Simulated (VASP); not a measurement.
**Ag2O (cuprite): computed properties**

Method: LDA (Ceperley-Alder, Perdew-Zunger), VASP's LDA PAW potentials (set 64) (plane waves; VASP).

| Item | Result |
|---|---|
| space group | Pn-3m (224) |
| cell | a = 4.640 Å, b = 4.640 Å, c = 4.640 Å, α = 90.00°, β = 90.00°, γ = 90.00° |
| volume per atom | 16.65 Å³/atom |
| band gap (over mesh and band path) | 0.11 eV |
| smallest direct gap (over mesh and band path) | 0.11 eV |
| band-edge character without spin-orbit coupling | direct, Γ to Γ |
| band gap with spin-orbit coupling | 0.03 eV |
| density | 7.71 g/cm³ |
| optical Γ-point spectrum | 41 (×3), 61 (×2), 102 (×3), 276, 477 (×3), 602 (×3) cm⁻¹ |

```
Ag2O
1.0
    4.63978     0.00000     0.00000
    0.00000     4.63978     0.00000
    0.00000     0.00000     4.63978
Ag O
4 2
Direct
  0.75000   0.25000   0.75000
  0.25000   0.75000   0.75000
  0.75000   0.75000   0.25000
  0.25000   0.25000   0.25000
  0.00000   0.00000   0.00000
  0.50000   0.50000   0.50000
```

Measured: a 4.745 Å at 15 K (computed value off by -2.2 %), as given by M. K. Gupta et al., Journal of Applied Physics (2014), arXiv:1311.4701. The calculation is for a static lattice, while the measured a holds thermal and zero-point effects, which are part of the difference.

The compound is Ag2O in the cuprite structure. It was relaxed first, which changed the volume by -6 %. Symmetry was kept, so distortions that lower it aren't found.
